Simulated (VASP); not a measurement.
# PbO under strain, part 4 of 5

How do the gap and the pressure of PbO answer to a change of volume or shape? All runs use LDA. Left out of this account: 1 further run (self-consistent run: a reference on another mesh). The start is a cell from a database of measured crystal structures.

VASP 6.6.1; LDA; plane waves and PAW (Pb_d, O).

Still holding for the runs below: Spin-orbit coupling is off here; with elements this heavy it splits and shifts levels by tenths of an eV or more.

So far, least gap on mesh and path (eV): step 2 (bands, cell as listed) 1.81; step 3 (cell volume +4.0 %) 1.75; step 4 (cell volume +8.0 %) 1.70; step 5 (bands, sheared, principal strains -1.6, -0.2, +1.9 %) 1.76.

The database entry behind the starting cell differs from later determinations by our own check (old inner coordinates, kX units), so it need not match the best structure at ambient conditions.

## 6. Bands, volume times 0.96

The cell is compressed evenly, with fractional positions held.

The input, INCAR:

```
SYSTEM = PbO
PREC = Accurate
ENCUT = 520
EDIFF = 1E-06
NELM = 100
ISMEAR = -1
SIGMA = 0.05
LREAL = .FALSE.
ALGO = Normal
GGA = CA
NBANDS = 61
LORBIT = 11
LWAVE = .FALSE.
LCHARG = .FALSE.
KPAR = 8
```

The input, POSCAR:

```
PbO
1.0
    5.7965848595      0.0000000000      0.0000000000
    0.0000000000      5.4019909276      0.0000000000
    0.0000000000      0.0000000000      4.6788975474
Pb O
4 4
Direct
    0.2310000000      0.0140000000      0.2500000000
    0.7690000000      0.9860000000      0.7500000000
    0.2310000000      0.4860000000      0.7500000000
    0.7690000000      0.5140000000      0.2500000000
    0.8680000000      0.0820000000      0.2500000000
    0.1320000000      0.9180000000      0.7500000000
    0.8680000000      0.4180000000      0.7500000000
    0.1320000000      0.5820000000      0.2500000000
```

The input, KPOINTS:

```
Automatic mesh
0
Gamma
4 5 5
0 0 0
```

The input, KPOINTS_OPT:

```
Line mode
12
Line-mode
Reciprocal
  0.00000000   0.00000000   0.00000000 GAMMA
  0.00000000   0.00000000  -0.50000000 X

  0.00000000   0.00000000  -0.50000000 X
  0.00000000  -0.50000000  -0.50000000 S

  0.00000000  -0.50000000  -0.50000000 S
  0.00000000  -0.50000000   0.00000000 Y

  0.00000000  -0.50000000   0.00000000 Y
  0.00000000   0.00000000   0.00000000 GAMMA

  0.00000000   0.00000000   0.00000000 GAMMA
 -0.50000000   0.00000000   0.00000000 Z

 -0.50000000   0.00000000   0.00000000 Z
 -0.50000000   0.00000000  -0.50000000 U

 -0.50000000   0.00000000  -0.50000000 U
 -0.50000000  -0.50000000  -0.50000000 R

 -0.50000000  -0.50000000  -0.50000000 R
 -0.50000000  -0.50000000   0.00000000 T

 -0.50000000  -0.50000000   0.00000000 T
 -0.50000000   0.00000000   0.00000000 Z

  0.00000000  -0.50000000   0.00000000 Y
 -0.50000000  -0.50000000   0.00000000 T

 -0.50000000   0.00000000  -0.50000000 U
  0.00000000   0.00000000  -0.50000000 X

  0.00000000  -0.50000000  -0.50000000 S
 -0.50000000  -0.50000000  -0.50000000 R
```

PAW data sets: Pb_d and O (LDA family, release 64).

Command:

```sh
> mpirun -np 8 vasp_std
```

The log of the run:

```text
[... set-up lines as in an earlier step ...]
 entering main loop
       N       E                     dE             d eps       ncg     rms          rms(c)
DAV:   1     0.111281800316E+04    0.11128E+04   -0.36245E+04  3310   0.161E+03
DAV:   2     0.139215332586E+03   -0.97360E+03   -0.90025E+03  3390   0.473E+02
DAV:   3    -0.432195603702E+02   -0.18243E+03   -0.17132E+03  3738   0.216E+02
DAV:   4    -0.564098086056E+02   -0.13190E+02   -0.12987E+02  4092   0.608E+01
DAV:   5    -0.568416281311E+02   -0.43182E+00   -0.43138E+00  3866   0.114E+01    0.165E+01
DAV:   6    -0.488260406701E+02    0.80156E+01   -0.20106E+01  5031   0.358E+01    0.745E+00
DAV:   7    -0.484592298259E+02    0.36681E+00   -0.43471E+00  4061   0.115E+01    0.342E+00
DAV:   8    -0.483385864353E+02    0.12064E+00   -0.94484E-01  3860   0.413E+00    0.842E-01
DAV:   9    -0.483197944831E+02    0.18792E-01   -0.33148E-02  4884   0.177E+00    0.262E-01
DAV:  10    -0.483215246592E+02   -0.17302E-02   -0.14578E-02  4314   0.864E-01    0.125E-01
DAV:  11    -0.483211289809E+02    0.39568E-03   -0.13636E-03  5716   0.379E-01    0.614E-02
DAV:  12    -0.483211062086E+02    0.22772E-04   -0.36186E-04  4509   0.132E-01    0.375E-02
DAV:  13    -0.483210927881E+02    0.13421E-04   -0.69537E-05  4180   0.405E-02    0.928E-03
DAV:  14    -0.483210924197E+02    0.36841E-06   -0.19630E-06  2969   0.804E-03
   1 F= -.48321092E+02 E0= -.48321092E+02  d E =-.244547E-08
 Start KPOINTS_OPT (optional k-point list driver)
k-point batch [1-27\144]
       N       E                     dE             ncg
DAV:   1     0.184554083606E+05   -0.22661E+05     3310
DAV:   2    -0.694496316811E+04   -0.25400E+05     3326
DAV:   3    -0.116158584364E+05   -0.46709E+04     3899
DAV:   4    -0.119533265451E+05   -0.33747E+03     4092
DAV:   5    -0.119640558136E+05   -0.10729E+02     4020
DAV:   6    -0.119646142490E+05   -0.55844E+00     4192
DAV:   7    -0.119646456974E+05   -0.31448E-01     4868
DAV:   8    -0.119646461024E+05   -0.40495E-03     4587
DAV:   9    -0.119646461069E+05   -0.45796E-05     2820
DAV:  10    -0.119646461075E+05   -0.54384E-06     2319
[...]
k-point batch [136-144\144]
       N       E                     dE             ncg
DAV:   1     0.415977318983E+05   -0.14845E+05     1098
DAV:   2     0.331543522953E+05   -0.84434E+04     1106
DAV:   3     0.316238108855E+05   -0.15305E+04     1248
DAV:   4     0.315071536058E+05   -0.11666E+03     1396
DAV:   5     0.315035132838E+05   -0.36403E+01     1306
DAV:   6     0.315033187427E+05   -0.19454E+00     1397
DAV:   7     0.315033085745E+05   -0.10168E-01     1581
DAV:   8     0.315033085070E+05   -0.67512E-04     1510
DAV:   9     0.315033085055E+05   -0.15033E-05     1018
DAV:  10     0.315033085053E+05   -0.14412E-06      724
```

Wall time 60 s (8 MPI ranks of Intel Xeon 6975P-C (Granite Rapids), shared host); peak memory 3.7 GiB.

Parts of OUTCAR (step 6):

```text
   ENCUT  =  520.0 eV  38.22 Ry    6.18 a.u.  10.78 10.04  8.70*2*pi/ulx,y,z

   NELECT =      80.0000    total number of electrons

 E-fermi :   5.9143

 k-point     1 :       0.0000    0.0000    0.0000
  band No.  band energies     occupation
    ...
     36       3.3768      2.00000
     37       3.4876      2.00000
     38       3.7697      2.00000
     39       4.5393      2.00000
     40       4.9486      2.00000
     41       8.5356      0.00000
     42       9.1010      0.00000
     43       9.3666      0.00000
     44       9.7627      0.00000
     45       9.9192      0.00000
    ...

  Total        4.3542044     -4.9065439     -2.0967750      0.0000000      0.0000000      0.0000000
  in kB       47.6156607    -53.6558019    -22.9294076      0.0000000      0.0000000      0.0000000
  external PRESSURE =      -9.6565162 kB  Pullay stress =       0.0000000 kB

 POSITION                                       TOTAL-FORCE (eV/Angst)
 -----------------------------------------------------------------------------------
      1.33901      0.07563      1.16972         0.390530     -0.933285     -0.000000
      4.45757      5.32636      3.50917        -0.390530      0.933285      0.000000
      1.33901      2.62537      3.50917         0.390530      0.933285     -0.000000
      4.45757      2.77662      1.16972        -0.390530     -0.933285     -0.000000
      5.03144      0.44296      1.16972        -0.808978      0.391904     -0.000000
      0.76515      4.95903      3.50917         0.808978     -0.391904     -0.000000
      5.03144      2.25803      3.50917        -0.808978     -0.391904      0.000000
      0.76515      3.14396      1.16972         0.808978      0.391904      0.000000
 -----------------------------------------------------------------------------------
    total drift:                               -0.000000      0.000000     -0.000000

  FREE ENERGIE OF THE ION-ELECTRON SYSTEM (eV)
  ---------------------------------------------------
  free  energy   TOTEN  =       -48.3210924197 eV

  energy  without entropy=      -48.3210924172  energy(sigma->0) =      -48.32109242

[... 4 parts as in an earlier step ...]

[... 12 further parts left out ...]
```

This step gave:

```
SCF cycles                        : 14
irreducible k-points              : 27
symmetry operations               : 8
free energy (TOTEN)               : -48.32 eV
Fermi energy                      : 5.914 eV
pressure                          : -0.9657 GPa
least gap on mesh and path        : 1.864 eV
least direct gap on mesh and path : 2.164 eV
valence top at k                  : 0, -0.1364, 0
conduction bottom at k            : 0.5, 0.4, 0.4
least direct gap at k             : 0.5, 0.4, 0.4
```

Electronic bands along the path, in eV, zero at the valence-band top; v1 is the highest filled band, c1 the lowest empty one:

```csv
point,v4,v3,v2,v1,c1,c2,c3,c4
Γ,-1.46,-1.18,-0.41,0.00,3.58,4.15,4.42,4.81
0.55 of the way,-1.07,-0.91,-0.44,-0.06,3.77,4.31,4.55,4.58
X,-0.78,-0.78,-0.17,-0.17,4.21,4.21,4.82,4.82
0.45 of the way,-0.78,-0.78,-0.34,-0.34,3.70,3.70,4.02,4.02
S,-0.70,-0.70,-0.70,-0.70,3.28,3.28,3.28,3.28
0.45 of the way,-0.80,-0.80,-0.30,-0.30,3.23,3.23,3.79,3.79
Y,-0.81,-0.81,-0.09,-0.09,3.74,3.74,4.79,4.79
0.45 of the way,-1.22,-1.14,-0.12,-0.02,3.77,3.99,4.48,4.55
Γ,-1.46,-1.18,-0.41,0.00,3.58,4.15,4.42,4.81
0.45 of the way,-1.23,-1.20,-0.24,-0.07,2.82,3.75,3.93,5.39
Z,-1.23,-0.63,-0.63,-0.01,2.75,2.99,3.33,5.19
0.45 of the way,-0.64,-0.57,-0.47,-0.22,3.11,3.23,3.28,4.43
U,-0.51,-0.51,-0.46,-0.46,3.29,3.29,3.52,3.52
0.45 of the way,-0.50,-0.50,-0.49,-0.49,2.47,2.47,3.30,3.30
R,-0.59,-0.59,-0.59,-0.59,2.49,2.49,2.49,2.49
0.45 of the way,-0.78,-0.78,-0.27,-0.27,2.07,2.07,3.35,3.35
T,-0.61,-0.61,-0.43,-0.43,3.21,3.21,3.92,3.92
0.45 of the way,-0.94,-0.82,-0.46,-0.11,2.32,3.37,3.57,4.75
Z,-1.23,-0.63,-0.63,-0.01,2.75,2.99,3.33,5.19
jump to Y,-0.81,-0.81,-0.09,-0.09,3.74,3.74,4.79,4.79
0.55 of the way,-0.71,-0.71,-0.16,-0.16,3.43,3.43,4.28,4.28
T,-0.61,-0.61,-0.43,-0.43,3.21,3.21,3.92,3.92
jump to U,-0.51,-0.51,-0.46,-0.46,3.29,3.29,3.52,3.52
0.45 of the way,-0.75,-0.75,-0.18,-0.18,3.54,3.54,3.98,3.98
X,-0.78,-0.78,-0.17,-0.17,4.21,4.21,4.82,4.82
jump to S,-0.70,-0.70,-0.70,-0.70,3.28,3.28,3.28,3.28
```

Of the projections kept (Pb, O), the largest for each band there; the rest of the weight can lie on other orbitals:

```
point      v4      v3      v2      v1       c1       c2       c3       c4
    Γ  O 0.57  O 0.92  O 0.75  O 0.70   O 0.51   O 0.59  Pb 0.52  Pb 0.64
    X  O 0.78  O 0.78  O 0.72  O 0.72  Pb 0.58  Pb 0.58  Pb 0.76  Pb 0.76
    S  O 0.76  O 0.76  O 0.76  O 0.76  Pb 0.62  Pb 0.62  Pb 0.62  Pb 0.62
    Y  O 0.78  O 0.78  O 0.65  O 0.65  Pb 0.85  Pb 0.85  Pb 0.61  Pb 0.61
    Γ  O 0.57  O 0.92  O 0.75  O 0.70   O 0.51   O 0.59  Pb 0.52  Pb 0.64
    Z  O 0.91  O 0.53  O 0.73  O 0.72  Pb 0.53  Pb 0.70  Pb 0.63  Pb 0.83
```

Force by atom:

| atom | x (eV/Å) | y (eV/Å) | z (eV/Å) | size |
| --- | --- | --- | --- | --- |
| Pb1 | 0.39 | -0.93 | 0.00 | 1.01 |
| Pb2 | -0.39 | 0.93 | 0.00 | 1.01 |
| Pb3 | 0.39 | 0.93 | 0.00 | 1.01 |
| Pb4 | -0.39 | -0.93 | 0.00 | 1.01 |
| O5 | -0.81 | 0.39 | 0.00 | 0.90 |
| O6 | 0.81 | -0.39 | 0.00 | 0.90 |
| O7 | -0.81 | -0.39 | 0.00 | 0.90 |
| O8 | 0.81 | 0.39 | 0.00 | 0.90 |

The gap is 1.86 eV, indirect. That is +0.05 eV from the cell as listed. The pressure is -0.97 GPa.

## 7. Bands, volume times 0.92

The cell is scaled evenly once more. A prediction first. A parabola through the 4 pressures of evenly scaled cells so far, P = -4.47 -78.5 t +181 t² GPa with t = ln(V/V₁) and V₁ the volume at scale 1, gives 3.33 GPa at t = -0.0834. A straight line through the gaps, 1.809 -1.44 t eV, gives 1.93 eV.

INCAR is that of step 6.

Edit POSCAR of step 6 so:

```diff
@@ -2,5 +2,5 @@
 1.0
-    5.7965848595      0.0000000000      0.0000000000
-    0.0000000000      5.4019909276      0.0000000000
-    0.0000000000      0.0000000000      4.6788975474
+    5.7149319429      0.0000000000      0.0000000000
+    0.0000000000      5.3258964124      0.0000000000
+    0.0000000000      0.0000000000      4.6129888028
 Pb O
```

KPOINTS is that of step 6.

KPOINTS_OPT is that of step 6.

Command:

```sh
> mpirun -np 8 vasp_std
```

The log of the run:

```text
[... set-up lines as in an earlier step ...]
 entering main loop
       N       E                     dE             d eps       ncg     rms          rms(c)
DAV:   1     0.112273760060E+04    0.11227E+04   -0.36283E+04  3294   0.164E+03
DAV:   2     0.143265567289E+03   -0.97947E+03   -0.90766E+03  3366   0.479E+02
DAV:   3    -0.426326624584E+02   -0.18590E+03   -0.17471E+03  3732   0.219E+02
DAV:   4    -0.562324742654E+02   -0.13600E+02   -0.13390E+02  4244   0.622E+01
DAV:   5    -0.566053405258E+02   -0.37287E+00   -0.37255E+00  3900   0.108E+01    0.165E+01
DAV:   6    -0.486555055124E+02    0.79498E+01   -0.19462E+01  5055   0.365E+01    0.691E+00
DAV:   7    -0.483996885833E+02    0.25582E+00   -0.42293E+00  4056   0.110E+01    0.339E+00
DAV:   8    -0.482900826984E+02    0.10961E+00   -0.84880E-01  4218   0.407E+00    0.878E-01
DAV:   9    -0.482678319418E+02    0.22251E-01   -0.33131E-02  4732   0.195E+00    0.218E-01
DAV:  10    -0.482695387607E+02   -0.17068E-02   -0.12663E-02  4332   0.832E-01    0.126E-01
DAV:  11    -0.482691640233E+02    0.37474E-03   -0.11210E-03  5804   0.306E-01    0.277E-02
DAV:  12    -0.482691872320E+02   -0.23209E-04   -0.30474E-04  3879   0.790E-02    0.400E-02
DAV:  13    -0.482691682065E+02    0.19025E-04   -0.33578E-05  4036   0.268E-02    0.130E-02
DAV:  14    -0.482691664841E+02    0.17224E-05   -0.51570E-06  3266   0.115E-02    0.259E-03
DAV:  15    -0.482691664199E+02    0.64198E-07   -0.24899E-07  2022   0.406E-03
   1 F= -.48269166E+02 E0= -.48269166E+02  d E =-.170659E-08
 Start KPOINTS_OPT (optional k-point list driver)
k-point batch [1-27\144]
       N       E                     dE             ncg
DAV:   1     0.197135893950E+05   -0.21738E+05     3302
DAV:   2    -0.598302690667E+04   -0.25697E+05     3302
DAV:   3    -0.107297751220E+05   -0.47467E+04     3836
DAV:   4    -0.110709966399E+05   -0.34122E+03     4084
DAV:   5    -0.110819570255E+05   -0.10960E+02     4092
DAV:   6    -0.110825178431E+05   -0.56082E+00     4242
DAV:   7    -0.110825467777E+05   -0.28935E-01     4844
DAV:   8    -0.110825472395E+05   -0.46176E-03     4592
DAV:   9    -0.110825472437E+05   -0.42396E-05     2860
DAV:  10    -0.110825472442E+05   -0.50061E-06     2436
[...]
k-point batch [136-144\144]
       N       E                     dE             ncg
DAV:   1     0.424240778204E+05   -0.14644E+05     1098
DAV:   2     0.338655409504E+05   -0.85585E+04     1098
DAV:   3     0.322885001704E+05   -0.15770E+04     1277
DAV:   4     0.321687642187E+05   -0.11974E+03     1356
DAV:   5     0.321650524482E+05   -0.37118E+01     1298
DAV:   6     0.321648404395E+05   -0.21201E+00     1384
DAV:   7     0.321648296904E+05   -0.10749E-01     1575
DAV:   8     0.321648296183E+05   -0.72139E-04     1524
DAV:   9     0.321648296171E+05   -0.11946E-05      959
DAV:  10     0.321648296169E+05   -0.13761E-06      748
```

Elapsed: 60 s, on 8 MPI ranks; peak memory 3.7 GiB.

Parts of OUTCAR (step 7):

```text
   ENCUT  =  520.0 eV  38.22 Ry    6.18 a.u.  10.63  9.90  8.58*2*pi/ulx,y,z

   NELECT =      80.0000    total number of electrons

 E-fermi :   6.4356

 k-point     1 :       0.0000    0.0000    0.0000
  band No.  band energies     occupation
    ...
     36       3.7366      2.00000
     37       3.9354      2.00000
     38       4.0958      2.00000
     39       4.9902      2.00000
     40       5.4549      2.00000
     41       9.1121      0.00000
     42       9.7325      0.00000
     43       9.9480      0.00000
     44      10.3920      0.00000
     45      10.5040      0.00000
    ...

  Total        9.3352666     -1.8319543      1.6979365      0.0000000     -0.0000000      0.0000000
  in kB      106.5248980    -20.9044646     19.3751843      0.0000000     -0.0000000      0.0000000
  external PRESSURE =      34.9985392 kB  Pullay stress =       0.0000000 kB

 POSITION                                       TOTAL-FORCE (eV/Angst)
 -----------------------------------------------------------------------------------
      1.32015      0.07456      1.15325         1.080237     -0.812044      0.000000
      4.39478      5.25133      3.45974        -1.080237      0.812044     -0.000000
      1.32015      2.58839      3.45974         1.080237      0.812044      0.000000
      4.39478      2.73751      1.15325        -1.080237     -0.812044      0.000000
      4.96056      0.43672      1.15325        -1.060232      0.421044      0.000000
      0.75437      4.88917      3.45974         1.060232     -0.421044     -0.000000
      4.96056      2.22622      3.45974        -1.060232     -0.421044      0.000000
      0.75437      3.09967      1.15325         1.060232      0.421044      0.000000
 -----------------------------------------------------------------------------------
    total drift:                                0.000000      0.000000     -0.000000

  FREE ENERGIE OF THE ION-ELECTRON SYSTEM (eV)
  ---------------------------------------------------
  free  energy   TOTEN  =       -48.2691664199 eV

  energy  without entropy=      -48.2691664182  energy(sigma->0) =      -48.26916642

[... 5 parts as in an earlier step ...]

[... 11 further parts left out ...]
```

Numbers from this step:

```yaml
scf_cycles: 15
free_energy_toten: -48.27 eV
fermi_energy: 6.436 eV
pressure: 3.500 GPa
least_gap_on_mesh_and_path: 1.894 eV
least_direct_gap_on_mesh_and_path: 2.230 eV
valence_top_at_k: 0, -0.1818, 0
least_direct_gap_at_k: -0.5, -0.5, -0.3182
```

Electronic bands along the path, in eV, zero at the valence-band top; v1 is the highest filled band, c1 the lowest empty one:

| point | v4 | v3 | v2 | v1 | c1 | c2 | c3 | c4 |
| --- | --- | --- | --- | --- | --- | --- | --- | --- |
| Γ | -1.53 | -1.37 | -0.47 | -0.01 | 3.65 | 4.27 | 4.48 | 4.93 |
| 0.45 of the way | -1.33 | -0.87 | -0.66 | -0.05 | 3.77 | 4.40 | 4.54 | 4.76 |
| X | -0.87 | -0.87 | -0.20 | -0.20 | 4.27 | 4.27 | 4.97 | 4.97 |
| 0.45 of the way | -0.87 | -0.87 | -0.39 | -0.39 | 3.78 | 3.78 | 4.14 | 4.14 |
| S | -0.79 | -0.79 | -0.79 | -0.79 | 3.36 | 3.36 | 3.36 | 3.36 |
| 0.45 of the way | -0.90 | -0.90 | -0.31 | -0.31 | 3.31 | 3.31 | 3.87 | 3.87 |
| Y | -0.90 | -0.90 | -0.08 | -0.08 | 3.83 | 3.83 | 4.87 | 4.87 |
| 0.55 of the way | -1.42 | -1.33 | -0.22 | 0.00 | 3.81 | 4.26 | 4.50 | 4.58 |
| Γ | -1.53 | -1.37 | -0.47 | -0.01 | 3.65 | 4.27 | 4.48 | 4.93 |
| 0.45 of the way | -1.39 | -1.25 | -0.28 | -0.09 | 2.86 | 3.78 | 4.00 | 5.57 |
| Z | -1.42 | -0.73 | -0.61 | -0.03 | 2.77 | 3.05 | 3.33 | 5.33 |
| 0.45 of the way | -0.74 | -0.58 | -0.56 | -0.24 | 3.14 | 3.30 | 3.36 | 4.52 |
| U | -0.55 | -0.55 | -0.52 | -0.52 | 3.32 | 3.32 | 3.66 | 3.66 |
| 0.45 of the way | -0.58 | -0.58 | -0.52 | -0.52 | 2.50 | 2.50 | 3.42 | 3.42 |
| R | -0.66 | -0.66 | -0.66 | -0.66 | 2.57 | 2.57 | 2.57 | 2.57 |
| 0.45 of the way | -0.86 | -0.86 | -0.28 | -0.28 | 2.09 | 2.09 | 3.49 | 3.49 |
| T | -0.70 | -0.70 | -0.45 | -0.45 | 3.32 | 3.32 | 4.02 | 4.02 |
| 0.45 of the way | -1.03 | -0.88 | -0.48 | -0.17 | 2.37 | 3.45 | 3.59 | 4.88 |
| Z | -1.42 | -0.73 | -0.61 | -0.03 | 2.77 | 3.05 | 3.33 | 5.33 |
| jump to Y | -0.90 | -0.90 | -0.08 | -0.08 | 3.83 | 3.83 | 4.87 | 4.87 |
| 0.55 of the way | -0.81 | -0.81 | -0.16 | -0.16 | 3.52 | 3.52 | 4.41 | 4.41 |
| T | -0.70 | -0.70 | -0.45 | -0.45 | 3.32 | 3.32 | 4.02 | 4.02 |
| jump to U | -0.55 | -0.55 | -0.52 | -0.52 | 3.32 | 3.32 | 3.66 | 3.66 |
| 0.45 of the way | -0.83 | -0.83 | -0.21 | -0.21 | 3.59 | 3.59 | 4.10 | 4.10 |
| X | -0.87 | -0.87 | -0.20 | -0.20 | 4.27 | 4.27 | 4.97 | 4.97 |
| jump to S | -0.79 | -0.79 | -0.79 | -0.79 | 3.36 | 3.36 | 3.36 | 3.36 |

Of the projections kept (Pb, O), the largest for each band there; the rest of the weight can lie on other orbitals:

```csv
point,v4,v3,v2,v1,c1,c2,c3,c4
Γ,O 0.52,O 0.92,O 0.71,O 0.69,Pb 0.50,O 0.60,Pb 0.53,Pb 0.65
X,O 0.76,O 0.76,O 0.69,O 0.69,Pb 0.59,Pb 0.59,Pb 0.76,Pb 0.76
S,O 0.73,O 0.73,O 0.73,O 0.73,Pb 0.62,Pb 0.62,Pb 0.62,Pb 0.62
Y,O 0.78,O 0.78,O 0.62,O 0.62,Pb 0.85,Pb 0.85,Pb 0.61,Pb 0.61
Γ,O 0.52,O 0.92,O 0.71,O 0.69,Pb 0.50,O 0.60,Pb 0.53,Pb 0.65
Z,O 0.91,O 0.72,Pb 0.50,O 0.70,Pb 0.54,Pb 0.70,Pb 0.64,Pb 0.83
```

Force by atom:

```
atom  x (eV/Å)  y (eV/Å)  z (eV/Å)  size
 Pb1      1.08     -0.81      0.00  1.35
 Pb2     -1.08      0.81      0.00  1.35
 Pb3      1.08      0.81      0.00  1.35
 Pb4     -1.08     -0.81      0.00  1.35
  O5     -1.06      0.42      0.00  1.14
  O6      1.06     -0.42      0.00  1.14
  O7     -1.06     -0.42      0.00  1.14
  O8      1.06      0.42      0.00  1.14
```

The gap is 1.89 eV, indirect. That is +0.08 eV from the cell as listed. The pressure is 3.50 GPa. The parabola predicted 3.33 GPa, -0.17 GPa off. The line predicted a gap of 1.93 eV, +0.03 eV off.

[end of part 4 of 5]

[Lines on the potential files, build, host, timing and source positions are cut from VASP's logs without a mark.]

[Logs are printed without paths, hosts, clocks, repeated set-up lines and the standing remarks that a program may print on its own settings, such as how far it seeks lower states.]

[Hosts, paths, dates, database ids (printed as entryN), source tags and the programs' standing remarks are cut or masked in the printed files.]

[A measured line is paired with the nearest computed mode of its activity, which favours agreement.]
